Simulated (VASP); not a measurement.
Ge (diamond), at 0.96 of the tabulated volume:

```
Ge
1.0
    0.00000     2.79077     2.79077
    2.79077     0.00000     2.79077
    2.79077     2.79077     0.00000
Ge
2
Direct
  0.00000   0.00000   0.00000
  0.25000   0.25000   0.25000
```

The lowest empty band near L, direction across the valley's axis, from mBJ (TB09) with spin-orbit coupling in VASP (PAW); its two spin partners are averaged. The gap over the points computed is 0.74 eV, and the next band on that side lies 3.16 eV away at the edge.

Run with 400 eV cut-off, 9×9×9 Γ-centred mesh, Gaussian smearing of 0.050 eV, potentials Ge_d.

```csv
distance from the edge in k (1/Å),distance in energy (meV)
0.012,5.8
0.018,12.9
0.025,24.7
0.035,47.9
0.050,95.3
0.070,178.9
```

**Question.** Fit E(1 + αE) = ħ²k²/2m* (ħ²/2m0 = 3.810 eV Å²) and predict the row at 0.095 1/Å.

**Answer.** Least squares on the energies gives the electron mass m* = 0.095 m0 and α = 0.55 per eV, and so 309.2 meV. The run gave 308.7 meV, -0.5 meV from the fit.

Left out are points under 3 meV from the edge, since the levels carry 0.1 meV, and points farther than half the way to the next band.

The compound is Ge in the diamond structure. The cell was not relaxed at this level.
